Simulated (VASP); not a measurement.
The input files of a VASP run:

File POSCAR:
```
TiSe2
1
    1.7407766007    -3.0151135829     0.0000000000
    1.7407766007     3.0151135829     0.0000000000
    0.0000000000     0.0000000000     5.8402862117
Ti Se
1 2
Direct
  0.0000000000   0.0000000000   0.0000000000
  0.3333330000   0.6666670000   0.2653680438
  0.6666670000   0.3333330000   0.7346319562
```

File KPOINTS:
```
K-points
0
gamma
 10 10 6
```

INCAR:
```
SYSTEM = TiSe2
PREC = Accurate
ENCUT = 520
EDIFF = 1E-7
NELM = 100
ALGO = Normal
LREAL = .FALSE.
LASPH = .TRUE.
ISMEAR = 1
SIGMA = 0.1
LMAXMIX = 4
LWAVE = .FALSE.
LCHARG = .FALSE.
ISIF = 4
IBRION = 2
NSW = 30
EDIFFG = -0.01
```

POTCAR, in this order: Ti_sv Se (LDA.64 set). Program: vasp_std.

**Question.** Write an equivalent input for Quantum ESPRESSO's pw.x.

**Answer.** One equivalent input (not run):
```
&CONTROL
  calculation = 'vc-relax'
  pseudo_dir = './pseudo'
  outdir = './out'
  tprnfor = .true.
  tstress = .true.
  nstep = 30
  forc_conv_thr = 0.00039
/
&SYSTEM
  ibrav = 0
  nat = 3
  ntyp = 2
  ecutwfc = 86
  occupations = 'smearing'
  smearing = 'methfessel-paxton'
  degauss = 0.00735
  input_dft = 'pz'
/
&ELECTRONS
  conv_thr = 7.3e-09
  electron_maxstep = 100
/
&IONS
/
&CELL
  cell_dofree = 'shape'
/
ATOMIC_SPECIES
  Ti 47.867 Ti.upf
  Se 78.971 Se.upf
CELL_PARAMETERS angstrom
     1.7407766   -3.0151136    0.0000000
     1.7407766    3.0151136    0.0000000
     0.0000000    0.0000000    5.8402862
ATOMIC_POSITIONS crystal
  Ti   0.0000000  0.0000000  0.0000000
  Se   0.3333330  0.6666670  0.2653680
  Se   0.6666670  0.3333330  0.7346320
K_POINTS automatic
  10 10 6 0 0 0
```
What does not carry over: the potentials are each code's own (VASP's PAW set, PseudoDojo norm-conserving files in pw.x), so ENCUT and ecutwfc are chosen apart and not converted; conv_thr bounds pw.x's estimated SCF error, while EDIFF bounds the energy change between steps; forc_conv_thr acts on force components and is met together with etot_conv_thr.

The compound is TiSe2 in the 1T layered structure. This cell is one point of a volume scan, at 1.03 of the reference volume. Symmetry was kept, so distortions that lower it aren't found.
